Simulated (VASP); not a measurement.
Data:

```xyz
2
Lattice="0.0000 2.4524 2.4524 2.4524 0.0000 2.4524 2.4524 2.4524 0.0000" Properties=species:S:1:pos:R:3 pbc="T T T"
Y      0.0000     0.0000     0.0000
N      2.4524     2.4524     2.4524
```

Method: PBE GGA, VASP's PBE PAW potentials (set 64) (plane waves; VASP). Settings: 600 eV cut-off, 8×8×8 Γ-centred mesh, Gaussian smearing of 0.050 eV, potentials Y_sv N.

Energy and stress use the plane-wave basis of the starting cell.

Question: The ions, cell shape and volume at an external pressure of 15.0 GPa are relaxed. Predict the relaxed structure.

Answer: 
```xyz
2
Lattice="0.0000 2.3879 2.3879 2.3879 0.0000 2.3879 2.3879 2.3879 0.0000" Properties=species:S:1:pos:R:3 pbc="T T T"
Y      0.0000     0.0000     0.0000
N      2.3879     2.3879     2.3879
```
Space group Fm-3m (225), at a tolerance of 0.03 Å.

Question: How do energy and volume change from the first to the last step?

Answer: The energy (σ→0) changes by +48.9 meV/atom and the volume by -7.7 %, in 4 ionic steps.

The compound is YN in the rock salt structure. This run relaxes it under an external pressure of 15 GPa. Symmetry was kept, so distortions that lower it aren't found.
